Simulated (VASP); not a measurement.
OSZICAR of a VASP run on La2O3 (a-type):

**OSZICAR**
```
       N       E                     dE             d eps       ncg     rms          rms(c)
DAV:   1     0.445686914474E+03    0.44569E+03   -0.14683E+04  1360   0.234E+03
DAV:   2     0.568188488012E+02   -0.38887E+03   -0.38447E+03  2000   0.417E+02
DAV:   3    -0.579597848278E+02   -0.11478E+03   -0.11434E+03  2448   0.218E+02
DAV:   4    -0.746046038929E+02   -0.16645E+02   -0.16634E+02  2456   0.877E+01
DAV:   5    -0.752573778428E+02   -0.65277E+00   -0.65242E+00  2400   0.207E+01    0.136E+01
DAV:   6    -0.453155118350E+02    0.29942E+02   -0.45952E+01  2200   0.466E+01    0.690E+00
DAV:   7    -0.369572173820E+02    0.83583E+01   -0.17244E+01  2176   0.322E+01    0.324E+00
DAV:   8    -0.361690403333E+02    0.78818E+00   -0.21844E+00  2416   0.129E+01    0.184E+00
DAV:   9    -0.361036299558E+02    0.65410E-01   -0.75115E-01  2648   0.594E+00    0.115E+00
DAV:  10    -0.369196540565E+02   -0.81602E+00   -0.15377E+00  1960   0.151E+01    0.447E-01
DAV:  11    -0.360779385787E+02    0.84172E+00   -0.14071E+00  1432   0.127E+01    0.370E-01
DAV:  12    -0.361551988376E+02   -0.77260E-01   -0.10315E-01  2416   0.456E+00    0.177E-01
DAV:  13    -0.361493781083E+02    0.58207E-02   -0.24019E-02  2224   0.165E+00    0.125E-01
DAV:  14    -0.361552669080E+02   -0.58888E-02   -0.18360E-02  1968   0.147E+00    0.866E-02
DAV:  15    -0.361568581216E+02   -0.15912E-02   -0.24046E-03  2256   0.553E-01    0.100E-01
DAV:  16    -0.361568383288E+02    0.19793E-04   -0.81673E-04  2520   0.248E-01    0.435E-02
DAV:  17    -0.361567365756E+02    0.10175E-03   -0.57329E-04  1992   0.156E-01    0.185E-02
DAV:  18    -0.361568179904E+02   -0.81415E-04   -0.10995E-04  2040   0.118E-01    0.141E-02
DAV:  19    -0.361568145893E+02    0.34012E-05   -0.20155E-05  2208   0.521E-02    0.156E-02
DAV:  20    -0.361568211225E+02   -0.65332E-05   -0.16544E-05  2184   0.338E-02    0.715E-03
DAV:  21    -0.361568224435E+02   -0.13210E-05   -0.11159E-05  2344   0.257E-02    0.852E-04
DAV:  22    -0.361568226265E+02   -0.18301E-06   -0.79538E-07  1960   0.924E-03    0.784E-04
DAV:  23    -0.361568227012E+02   -0.74709E-07   -0.50717E-08  1192   0.350E-03
   1 F= -.36156823E+02 E0= -.36156823E+02  d E =0.000000E+00
       N       E                     dE             ncg
       N       E                     dE             ncg
```

Q: Which electronic solver shows in the log?

A: It is blocked Davidson (ALGO = Normal, or the opening steps of other solvers). The INCAR had ALGO = Normal.

Q: Can the final energy be trusted as converged?

A: The run converged. It stopped with EDIFF = 1E-7, NELM = 100 (MS2 meta-GGA, plane waves, VASP's PBE PAW potentials (set 64)).

The compound is La2O3 in the a-type structure. It was relaxed first.
